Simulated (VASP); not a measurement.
Cost and result of VASP (PAW) for the bulk modulus of ZrC (rock salt). Static lattice, third-order Birch-Murnaghan fit over five volumes. The cost counts the five points of the equation of state, each on the mesh and cut-off of its row, so the ratios hold those differences too. With PBE it took about 2 core-minutes. The timings are rough (shared machines, no repeats); factors under 2 mean little.

```csv
level,k-mesh,cut-off (eV),bulk modulus (GPa),cost over PBE
PBEsol,13×13×13,520,235,within a factor of 2
LDA,14×14×14,520,246,within a factor of 2
PBE,13×13×13,520,222,reference
SCAN,13×13×13,520,232,about 7 times
r2SCAN,13×13×13,520,[?],about 7 times
```

**Question.** Some entries are withheld; supply them.

**Answer.** 
- r2SCAN, bulk modulus (GPa): 230

Left out are levels that failed, ran on another kind of processor or have no fit band path; at most nine are shown.

The compound is ZrC in the rock salt structure.
